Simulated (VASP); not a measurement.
Input:

```yaml
crystal:
  lattice:
    - [0.00000, 3.24000, 3.24000]
    - [3.24000, 0.00000, 3.24000]
    - [3.24000, 3.24000, 0.00000]
  atoms:
    - { symbol: Cd, position: [0.00000, 0.00000, 0.00000] }
    - { symbol: Te, position: [0.25000, 0.25000, 0.25000] }
```

Level of theory: PBE GGA, VASP's PBE PAW potentials (set 64) (plane waves; VASP). Run with 450 eV cut-off, 6×6×6 Γ-centred mesh, Gaussian smearing of 0.050 eV, potentials Cd Te.

Give the stress tensor in GPa (positive for a compressed cell).

```
2.64  0.00  0.00
0.00  2.64  0.00
0.00  0.00  2.64
```
The pressure is its mean diagonal, 2.64 GPa.

The compound is CdTe in the zinc blende structure. The cell was not relaxed at this level. The run is one of a series of settings (ENCUT = 450 against the base run), some of them coarse on purpose.
